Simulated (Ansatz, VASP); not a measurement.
# MnMo in two plane-wave programs, part 2 of 2

One calculation is typed for both programs; each brings its own data sets and cutoff. How far apart do they land? The cell is invented: As first built, before any earlier steps moved the atoms (in the runner's words): it takes the VMo structure with some of its atoms replaced by other elements, volume scaled by an estimate. It may not be a known or stable phase. The cell is taken from a series of VASP runs on this material, whose earlier steps may have relaxed, scaled or displaced it; both programs get it as it stands.

VASP 6.6.1 and Ansatz 0.2.0.

So far: The structure; VASP: relaxation of cell and atoms, PBE.

**3. Ansatz: relaxation of cell and atoms, PBE**

Level of this step: Ansatz beside VASP: Kohn-Sham DFT, plane waves, PBE (Ansatz).

Ansatz runs on its default PAW (the set named soft_2) files.

The same cell, functional, mesh and smearing now go to Ansatz, which takes its cutoff from its data sets.

Input file input.yaml:

```yaml
crystal:
  lattice:
    - [1.5526315009, -2.1411957889, 0.0]
    - [1.5526315009, 2.1411957889, 0.0]
    - [0.0, 0.0, 4.1100242759]
  atoms:
    - { symbol: Mo, position: [0.0, 0.0, 0.0], spin: 1.0 }
    - { symbol: Mn, position: [0.5, 0.5, 0.5], spin: 4.0 }
hamiltonian:
  xc: pbe
  pseudopotentials: { kind: paw }
magnetization:
  spin_polarized: true
kpoints:
  mp_grid: { grid: [8, 8, 5] }
scf:
  occupations: { method: fermi_dirac, width: 0.05 }
relax:
  f_tol: 0.01
  max_steps: 60
  cell: { stress_tol: 0.05 }
output:
  forces: true
  stress: true
  write_density: true
  write_potential: true
  elf: true
  volumetric_format: npy
```

Command:

```console
$ ansatz run input.yaml --threads 4 --pin off --max-ram 9216MiB --backend cpu --events-out ev --progress --plain --runs-dir out
```

Numbers of over 12 decimals in the logs are rounded to 6 here.

What it wrote:

```text
Engine: ansatz 0.2.0, x86_64-unknown-linux-gnu
Pseudopotentials: kind: paw
Pseudopotential: Mo, paw, valence charge 14, recommended cutoff 420 eV (normal), Mo.paw.azcp
Pseudopotential: Mn, paw, valence charge 15, recommended cutoff 420 eV (normal), Mn.paw.azcp
Functional definition: PBE
  parameter kappa = 0.804
  parameter beta = 0.066725
  exchange = pbe_x(kappa = kappa, mu = beta*pi^2/3)
  correlation = pbe_c(beta = beta)
Crystal: 2 atoms, lattice volume = 27.327 Å³
Basis set: ecut = 420 eV, 539 PW (Γ), exchange–correlation on 36×36×60 points (8 copies of the dense FFT grid, shifted against one another)
Bands: 21, of which v1, the nominal top of the filled ones, is band 15 counted from 1 (14 counted from 0)
Symmetry: 8 space group operations
Space group: Cmmm (ITA 65), of the structure as read, at distance tolerance 3.0e-5 Å
Magnetic group: BNS 65.481 (UNI 579), of the structure as read, at distance tolerance 3.0e-5 Å
k-points: 63 of 320
Non-local potential: Mo, projectors of the file, l = 0: 3, l = 1: 2, l = 2: 2, l = 3: 1
Non-local potential: Mn, projectors of the file, l = 0: 3, l = 1: 2, l = 2: 3, l = 3: 1
PAW form: soft (Blöchl's): semilocal exchange-correlation on the pseudo side does not see the compensation charge
PAW one-centre angular grid: Mo, 590 points (default); XC on 64 Gauss nodes
PAW one-centre angular grid: Mn, 590 points (default); XC on 64 Gauss nodes
Initial density: superposition of atomic densities (chi_scale 0.1, normalization cell)
Starting moments: Σ|m| = 5 μB on 2 of 2 sites
Initial wavefunctions: pseudopotential atomic-orbital guess
Functional: x = pbe(κ = 0.804, μ = 0.219515), c = pbe(β = 0.066725)
SCF iter   1: F=—  HF=-8853.984645 eV  |F-HF|=—  |Δ(HF+E_count)|=         —  Δρ=8.82e-2 (↑8.82e-2 ↓4.70e-2)  dr2=2.56e0  dr2_m=7.20e-1  M=3.276 μB ∫|m|=3.307 μB  β_m=0.30  ethr=3.10e-3  ⟨swp⟩=4.5  Hψ=10356  notcnv=0
Mixer restart at iter 1: flushing history
preconditioner: auto → none  [metal: Δε(μ)=0.032 eV  Ē_g=7.331 eV  σ=0.050 eV  W_gap=0.16  n_scr=6 (ndim 8)  ℏωp=25.6 eV  f_vac=0.000  D(μ)=1.95/eV (n_scr^D=22)  sad-step TF]
SCF iter   2: F=—  HF=-8853.637635 eV  |F-HF|=—  |Δ(HF+E_count)|=   3.47e-1  Δρ=6.05e-2 (↑6.05e-2 ↓4.20e-2)  dr2=1.53e0  dr2_m=4.18e-1  M=3.118 μB ∫|m|=3.192 μB  β_m=0.65  ethr=3.10e-3  ⟨swp⟩=2.0  Hψ=4315  notcnv=0  defer=97
SCF iter   3: F=—  HF=-8854.925793 eV  |F-HF|=—  |Δ(HF+E_count)|=    1.29e0  Δρ=1.07e-1 (↑1.07e-1 ↓3.88e-2)  dr2=6.43e0  dr2_m=5.12e-1  M=2.280 μB ∫|m|=2.807 μB  β_m=0.38  ethr=3.10e-3  ⟨swp⟩=3.8  Hψ=6135  notcnv=0  defer=100  recentre
SCF iter   4: F=—  HF=-8854.236884 eV  |F-HF|=—  |Δ(HF+E_count)|=   6.89e-1  Δρ=2.80e-2 (↑2.80e-2 ↓2.44e-2)  dr2=4.15e-2  dr2_m=1.64e-1  M=2.364 μB ∫|m|=2.893 μB  β_m=0.72  ethr=3.10e-3  ⟨swp⟩=3.7  Hψ=6237  notcnv=0  defer=104
SCF iter   5: F=—  HF=-8854.610201 eV  |F-HF|=—  |Δ(HF+E_count)|=         —  Δρ=4.59e-2 (↑4.59e-2 ↓2.48e-2)  dr2=1.55e-1  dr2_m=3.08e-1  M=1.460 μB ∫|m|=2.253 μB  β_m=0.72  ethr=1.43e-4  ⟨swp⟩=2.7  Hψ=5372  notcnv=0  defer=106
Mixer restart at iter 5: flushing history
SCF iter   6: F=—  HF=-8854.715786 eV  |F-HF|=—  |Δ(HF+E_count)|=   1.06e-1  Δρ=3.20e-2 (↑3.20e-2 ↓2.81e-2)  dr2=1.16e0  dr2_m=3.20e-3  M=1.595 μB ∫|m|=2.372 μB  β_m=0.55  ethr=1.43e-4  ⟨swp⟩=3.8  Hψ=6612  notcnv=0  defer=101
SCF iter   7: F=—  HF=-8854.648261 eV  |F-HF|=—  |Δ(HF+E_count)|=   6.75e-2  Δρ=4.82e-2 (↑4.82e-2 ↓1.08e-2)  dr2=5.16e-1  dr2_m=2.06e-1  M=1.299 μB ∫|m|=2.005 μB  β_m=0.36  ethr=1.43e-4  ⟨swp⟩=3.2  Hψ=6885  notcnv=0  defer=100
SCF iter   8: F=—  HF=-8854.604518 eV  |F-HF|=—  |Δ(HF+E_count)|=   4.37e-2  Δρ=2.23e-2 (↑2.23e-2 ↓6.71e-3)  dr2=7.87e-2  dr2_m=5.12e-2  M=1.328 μB ∫|m|=2.016 μB  β_m=0.44  ethr=1.43e-4  ⟨swp⟩=2.9  Hψ=5551  notcnv=0  defer=98
SCF iter   9: F=—  HF=-8854.593669 eV  |F-HF|=—  |Δ(HF+E_count)|=   1.08e-2  Δρ=3.00e-3 (↑3.00e-3 ↓8.69e-4)  dr2=2.16e-3  dr2_m=8.46e-4  M=1.320 μB ∫|m|=1.980 μB  β_m=0.46  ethr=1.43e-4  ⟨swp⟩=2.6  Hψ=4440  notcnv=0  defer=99
SCF iter  10: F=—  HF=-8854.593344 eV  |F-HF|=—  |Δ(HF+E_count)|=   3.24e-4  Δρ=6.57e-4 (↑6.57e-4 ↓4.95e-4)  dr2=6.82e-6  dr2_m=7.93e-5  M=1.318 μB ∫|m|=1.974 μB  β_m=0.73  ethr=7.44e-6  ⟨swp⟩=1.6  Hψ=3302  notcnv=0  defer=97
SCF iter  11: F=—  HF=-8854.593401 eV  |F-HF|=—  |Δ(HF+E_count)|=   5.67e-5  Δρ=1.49e-4 (↑1.49e-4 ↓1.36e-4)  dr2=1.44e-5  dr2_m=5.92e-7  M=1.313 μB ∫|m|=1.965 μB  β_m=0.65  ethr=2.35e-8  ⟨swp⟩=2.1  Hψ=4536  notcnv=0  defer=97
SCF iter  12: F=—  HF=-8854.593399 eV  |F-HF|=—  |Δ(HF+E_count)|=   1.55e-6  Δρ=7.00e-5 (↑7.00e-5 ↓3.31e-5)  dr2=6.15e-7  dr2_m=5.54e-7  M=1.311 μB ∫|m|=1.962 μB  β_m=0.82  ethr=2.35e-8  ⟨swp⟩=2.1  Hψ=4135  notcnv=0  defer=97
SCF iter  13: F=—  HF=-8854.593400 eV  |F-HF|=—  |Δ(HF+E_count)|=   2.88e-7  Δρ=2.23e-5 (↑2.23e-5 ↓8.71e-6)  dr2=5.76e-8  dr2_m=5.53e-8  M=1.311 μB ∫|m|=1.962 μB  β_m=0.91  ethr=2.12e-9  ⟨swp⟩=2.3  Hψ=3694  notcnv=0  defer=97
SCF iter  14: F=—  HF=-8854.593400 eV  |F-HF|=—  |Δ(HF+E_count)|=   4.11e-9  Δρ=3.57e-6 (↑3.57e-6 ↓2.81e-6)  dr2=4.38e-10  dr2_m=2.35e-9  M=1.311 μB ∫|m|=1.962 μB  β_m=0.96  ethr=1.98e-10  ⟨swp⟩=2.1  Hψ=3904  notcnv=0  defer=97
SCF iter  15: F=-8854.593400 eV  HF=-8854.593400 eV  |F-HF|=6.22e-10  |Δ(HF+E_count)|=  1.60e-10  Δρ=1.24e-6 (↑1.24e-6 ↓2.98e-7)  dr2=6.75e-10  dr2_m=8.23e-11  M=1.311 μB ∫|m|=1.962 μB  ethr=1.51e-12  ⟨swp⟩=4.0  Hψ=12863  notcnv=0
SCF 1 converged in 15 iterations: F = -8854.593400 eV  dr2 = 6.75e-10
  greatest PAW one-centre occupation: 1.000 electrons in one spin orbital (limit 2), on the Mn atom at site 1 (counted from 0), in its partial waves of l = 0
relax step   1: F+E_penalty+E_count = -8854.59339954 eV  Δ(F+E_penalty+E_count) = +0.000e0 eV  max|allowed force component| = 5.049e-29 eV/Å  Δτ_max = 0.0000 Å  P = +0.444 GPa  Ω = 27.327 Å³  (15 SCF iters, dr2 threshold 1.00e-7 eV, accepted)
[...]
relax step   2: F+E_penalty+E_count = -8854.59346430 eV  Δ(F+E_penalty+E_count) = -6.476e-5 eV  max|allowed force component| = 1.972e-31 eV/Å  Δτ_max = 0.0000 Å  P = -0.119 GPa  Ω = 27.404 Å³  energy of the carried Pulay correction = -2.523e-5 eV  (9 SCF iters, dr2 threshold 2.00e-7 eV, accepted)
[...]
relax step   3: F+E_penalty+E_count = -8854.59348889 eV  Δ(F+E_penalty+E_count) = -2.459e-5 eV  max|allowed force component| = 1.242e-29 eV/Å  Δτ_max = 0.0000 Å  P = -0.015 GPa  Ω = 27.394 Å³  energy of the carried Pulay correction = -2.190e-5 eV  (6 SCF iters, dr2 threshold 1.97e-7 eV, accepted)
[...]
relax step   4: F+E_penalty+E_count = -8854.59349787 eV  Δ(F+E_penalty+E_count) = -8.979e-6 eV  max|allowed force component| = 4.970e-29 eV/Å  Δτ_max = 0.0000 Å  P = +0.017 GPa  Ω = 27.395 Å³  energy of the carried Pulay correction = -2.222e-5 eV  (9 SCF iters, dr2 threshold 2.55e-8 eV, accepted)
[...]
relax step   5: F+E_penalty+E_count = -8854.59351944 eV  Δ(F+E_penalty+E_count) = -2.158e-5 eV  max|allowed force component| = 5.128e-29 eV/Å  Δτ_max = 0.0000 Å  P = +0.017 GPa  Ω = 27.395 Å³  stress off target by 2.53e-2 GPa  SCF on the basis re-selected at this cell (its energy is not comparable with the rows above)  (10 SCF iters)
basis re-selected at this cell: Δ(F+E_penalty+E_count) = -2.158e-5 eV, ΔP = +0.000 GPa vs the last step (what re-selecting the basis moved, of the pressure what is left beyond the Pulay correction that the steps carried, after the strain that the cell walked since its last selection, with what the two solves' SCF thresholds leave and, on support functions, any second-order correction that the steps lacked; it is no m [...]
SCF converged after 10 iterations
Magnetization: 1.3378 μB (15.1689 up, 13.8311 down)
Absolute magnetization: 1.9949 μB (∫|ρ↑−ρ↓|, with the PAW one-centre terms)
Spin contamination: 0.1550 ħ² per cell (⟨S²⟩ above its minimum at these occupations)
Per-site moments (μB) at R_I (Å): [(-0.231498, 1.063964), (1.629645, 1.063964)]
Free energy (F): -8854.593519 eV
Harris-Foulkes:  -8854.593519 eV  (|F-HF|=1.82e-12)
Internal energy: -8854.573254 eV  (E = F + TS)
E sigma→0 (E₀):  -8854.583387 eV
Entropy (-TS):   -0.020266 eV (-10.133 meV/atom)
Fermi energy:    19.824449 eV
--- Per-component energies (eV) ---
  E_band       = -232.717800
  E_kinetic    = 747.848953
  E_local      = -2514.470164  (includes V_loc(G=0)·N_el)
  E_nonlocal   = 382.403740
  E_hartree    = 983.915908
  E_xc         = -298.382891
  E_vxc        = -376.179117  (∫ρ·V_xc dr)
  E_paw        = -4499.711918  (= ΣΔE_a)
  E_vpaw       = -440.153029  (= ΣTr[D̂ρ^β])
  E_aug_tail   = 0.000038  (compensation charges beyond the density's cutoff)
  E_ewald      = -3656.176920
  E_smearing   = -0.020266  (= −TS)
  E_closure    = 0.000000  (closes the sum)
  Σ components = -8854.593519   (vs F -8854.593519, Δ=0.00e0)
--- Forces (eV/Å), atoms counted from 1 ---
  atom   1  Mo     0.00000000     0.00000000     0.00000000
  atom   2  Mn    -0.00000000     0.00000000     0.00000000
  max |Σ_I F_I| component: 9.94e-29 eV/Å
--- Stress (GPa, compression-positive) ---
        0.025264       0.000000       0.000000
        0.000000       0.013142       0.000000
        0.000000       0.000000       0.011951
  P = ⅓ Tr σ = 0.0168 GPa (0.168 kbar)
--- Band table (eV; the first three rows and the last of 126) ---
  k-point 0 ↑: bands = [... 11 lower, 17.9499, 18.5281, 18.5383, 19.3656, 19.7683, 21.7236, 22.1325, 22.5143, ... 2 higher]
  k-point 1 ↑: bands = [... 11 lower, 18.2491, 18.3210, 18.5527, 19.3513, 19.4174, 20.7237, 21.9804, 22.4362, ... 2 higher]
  k-point 2 ↑: bands = [... 11 lower, 17.8523, 18.3132, 18.8556, 18.9410, 19.3283, 19.4196, 21.6098, 21.7475, ... 2 higher]
  k-point 62 ↓: bands = [... 11 lower, 18.3826, 18.5767, 20.2205, 20.3282, 21.1901, 22.0228, 24.9517, 26.2172, ... 2 higher]
--- Relaxed structure (4 steps of the walk, 4 accepted, 1 SCFs on fresh bases) ---
  F+E_penalty+E_count = -8854.59351944 eV   max|allowed force component| = 5.128e-29 eV/Å   (the final SCF, on the basis selected at the relaxed cell)
  cell:  # Å, volume = 27.3951 Å³
    - [1.556056, -2.139640, 0.0]
    - [1.556056, 2.139640, 0.0]
    - [0.0, 0.0, 4.114127]
  atoms:
    - { symbol: Mo, position: [0.0, 0.0, 0.0] }
    - { symbol: Mn, position: [0.500000, 0.500000, 0.500000] }
```

The job ended after 11 s (4 threads of Intel Xeon Platinum 8375C at 2.90GHz (Ice Lake), shared host; peak memory 0.45 GiB).

**4. Differences**

Known differences besides the potentials themselves: both relaxations stop at a tolerance, which leaves soft axes loose, and VASP keeps its plane-wave basis; the data sets hold 29 valence electrons in Ansatz (default PAW (the set named soft_2) files) and 27 in VASP; the cutoff is 420 eV in Ansatz and 400 eV in VASP; VASP leaves aspherical gradient terms in its spheres out (LASPH is not set), Ansatz keeps them; Ansatz adds a Pulay correction to the stress that steers its cell, VASP none; site moments are counted in spheres of each program's own size. Total energies have different zeros and are not compared.

Compared:

```tsv
quantity	Ansatz	VASP	difference
volume (Å³)	27.40	27.32	+0.27 %
edge a after relaxation, in the typed setting (Å)	2.646	2.644	+0.06 %
edge c after relaxation, in the typed setting (Å)	4.114	4.107	+0.17 %
total moment (μB)	1.34	1.39	-0.05
moment on Mn2 (μB)	1.63	1.69	-0.06
moment on Mo1 (μB)	-0.23	-0.29	+0.06
```

The walks stopped with 0.02 GPa left in Ansatz and 0.04 GPa in VASP; each walk ends within a tolerance, so the volume difference is uncertain by about these residues over the bulk modulus, most in soft cells.

**5. Results**

| Property | Result |
| --- | --- |
| difference in volume (relaxation of cell and atoms, PBE) | 0.27 % |

The difference in volume is 0.27 % (relaxation of cell and atoms, PBE), within the 1.2 % picked in this series as the mark of a large difference, as far as the stopping tolerances let one tell. Such differences can come from data sets, numerical settings and the points named under the comparisons, not from the functional's error against experiment.

[Lines on the potential files, build, host, timing and source positions are cut from VASP's logs without a mark.]

[Logs are printed without paths, hosts, clocks, repeated set-up lines and the standing remarks that a program may print on its own settings, such as how far it seeks lower states.]

[Hosts, paths, dates, database ids (printed as entryN), source tags and the programs' standing remarks are cut or masked in the printed files.]
